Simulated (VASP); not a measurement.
All values below come from PBEsol GGA, VASP's PBE PAW potentials (set 64) (plane waves; VASP 6.6.1).

VASP input:

File POSCAR:
```
Tc3N
1
    2.7977900000     0.0000000000     0.0000000000
   -1.3988950000     2.4229570000     0.0000000000
    0.0000000000     0.0000000000     7.0393400000
Tc N
3 1
Direct
 -0.0045960000   0.0063730000   0.4918950000
  0.6658900000   0.3231110000   0.8055620000
  0.6903380000   0.3445850000   0.2008930000
 -0.0182990000  -0.0074040000   0.0016500000
```

File KPOINTS:
```
kpoints
0
G
  14 14 5
0 0 0
```

### INCAR
```
! general
SYSTEM  = Tc3N
PREC    = Accurate
ENCUT   = 400   ! plane-wave cut-off (eV)
LREAL   = .False.
LASPH   = .True.   ! aspherical one-centre terms

! electronic loop
EDIFF   = 1E-6   ! SCF stop (eV)
NELM    = 100   ! most electronic steps
ALGO    = Normal
LMAXMIX = 4

! smearing
ISMEAR  = 0   ! Gaussian
SIGMA   = 0.05

! functional
GGA     = PS   ! PBEsol

! ions
ISIF    = 2

! output
LWAVE   = .False.
LCHARG  = .False.
```

POTCAR, in this order: Tc_pv N (PBE.64 set). Program: vasp_std.

What VASP printed:

OSZICAR:
```
       N       E                     dE             d eps       ncg     rms          rms(c)
DAV:   1     0.507571193928E+03    0.50757E+03   -0.23481E+04 25760   0.146E+03
DAV:   2    -0.209376175032E+02   -0.52851E+03   -0.52012E+03 26656   0.471E+02
DAV:   3    -0.470964757518E+02   -0.26159E+02   -0.25693E+02 35060   0.108E+02
DAV:   4    -0.475384533968E+02   -0.44198E+00   -0.43582E+00 30280   0.135E+01
DAV:   5    -0.475474246354E+02   -0.89712E-02   -0.88281E-02 33086   0.158E+00    0.362E+01
DAV:   6    -0.447400412061E+02    0.28074E+01   -0.35025E+01 31868   0.465E+01    0.131E+01
DAV:   7    -0.462811778720E+02   -0.15411E+01   -0.44991E+01 33918   0.372E+01    0.155E+01
DAV:   8    -0.433164648143E+02    0.29647E+01   -0.21620E+01 35470   0.244E+01    0.549E+00
DAV:   9    -0.432530785149E+02    0.63386E-01   -0.12194E+00 33800   0.727E+00    0.168E+00
DAV:  10    -0.432527554183E+02    0.32310E-03   -0.35051E-01 33184   0.515E+00    0.106E+00
DAV:  11    -0.432394252635E+02    0.13330E-01   -0.99279E-02 34776   0.264E+00    0.408E-01
DAV:  12    -0.432386753485E+02    0.74992E-03   -0.74179E-03 34450   0.602E-01    0.142E-01
DAV:  13    -0.432385882867E+02    0.87062E-04   -0.47432E-04 33322   0.163E-01    0.737E-02
DAV:  14    -0.432385741729E+02    0.14114E-04   -0.23307E-04 34120   0.127E-01    0.172E-02
DAV:  15    -0.432385692586E+02    0.49143E-05   -0.28000E-05 33260   0.386E-02    0.413E-03
DAV:  16    -0.432385685839E+02    0.67478E-06   -0.18680E-06 20078   0.985E-03
   1 F= -.43238569E+02 E0= -.43237495E+02  d E =-.214633E-02
```

OUTCAR:
```
------------------------ aborting loop because EDIFF is reached ----------------------------------------
  FORCE on cell =-STRESS in cart. coord.  units (eV):
  Direction    XX          YY          ZZ          XY          YZ          ZX
  --------------------------------------------------------------------------------------
  Total       -2.4667103     -2.3189281     -2.4355448     -0.4253387      0.0315354      0.2676425
  in kB      -82.8201427    -77.8583318    -81.7737545    -14.2808061      1.0588052      8.9861328
  external PRESSURE =     -80.8174097 kB  Pullay stress =       0.0000000 kB
  volume of cell :       47.72
      direct lattice vectors                 reciprocal lattice vectors
     2.797790000  0.000000000  0.000000000     0.357424968  0.206359420  0.000000000
    -1.398895000  2.422957000  0.000000000     0.000000000  0.412718839  0.000000000
     0.000000000  0.000000000  7.039340000     0.000000000  0.000000000  0.142058773
 POSITION                                       TOTAL-FORCE (eV/Angst)
 -----------------------------------------------------------------------------------
      2.77602      0.01544      3.46262         0.461101     -0.009033      1.208887
      1.41102      0.78288      5.67062        -0.411678      0.142526      0.037675
      1.44938      0.83491      1.41415        -0.830743     -0.316666     -0.973760
      1.35806      2.40502      0.01161         0.781321      0.183173     -0.272802
 -----------------------------------------------------------------------------------
    total drift:                                0.000095      0.000091      0.000566
  FREE ENERGIE OF THE ION-ELECTRON SYSTEM (eV)
  ---------------------------------------------------
  free  energy   TOTEN  =       -43.2385685839 eV

  energy  without entropy=      -43.2364222548  energy(sigma->0) =      -43.23749542
```
(Selected blocks of OUTCAR.)

File OUTCAR:
```
 val. band max:       12.8186428057   @ k =   0.4286   0.0000   0.4000

 cond. band min:      12.8256574212   @ k =  -0.1429   0.4286   0.2000


 Fermi energy:        12.8194495398

 k-point     1 :       0.0000    0.0000    0.0000
  band No.  band energies     occupation
      1     -26.9542      2.00000
      2     -26.8467      2.00000
      3     -26.2305      2.00000
      4     -26.1881      2.00000
      5     -26.1817      2.00000
      6     -26.1455      2.00000
      7     -25.7587      2.00000
      8     -25.5979      2.00000
      9     -25.5941      2.00000
     10      -4.0842      2.00000
     11       4.8266      2.00000
     12       6.6455      2.00000
     13       7.3502      2.00000
     14       7.9293      2.00000
     15       8.1764      2.00000
     16      10.4668      2.00000
     17      10.5425      2.00000
     18      10.6593      2.00000
     19      10.9427      2.00000
     20      11.0768      2.00000
     21      11.8133      2.00000
     22      12.0567      2.00000
     23      12.2712      2.00000
     24      12.4702      2.00000
     25      12.5884      2.00000
     26      12.9039      0.01687

 k-point     2 :       0.0714    0.0000    0.0000
  band No.  band energies     occupation
      1     -26.9469      2.00000
      2     -26.8368      2.00000
      3     -26.2450      2.00000
      4     -26.2237      2.00000
      5     -26.2016      2.00000
      6     -26.1856      2.00000
      7     -25.7551      2.00000
      8     -25.6330      2.00000
      9     -25.6032      2.00000
     10      -4.0274      2.00000
     11       4.9489      2.00000
     12       6.7159      2.00000
     13       7.4612      2.00000
     14       7.9314      2.00000
     15       8.0452      2.00000
     16      10.2103      2.00000
     17      10.5333      2.00000
     18      10.6610      2.00000
     19      10.9151      2.00000
     20      11.1614      2.00000
     21      11.7253      2.00000
     22      11.9001      2.00000
...
```

At this cut-off the stress carries a Pulay error, which pulls relaxed volumes low.

The structure comes from a computed database's Tc3N entry (P-6m2); how it stands against other phases isn't given here. The cell was not relaxed at this level, atoms are displaced from their ideal sites.
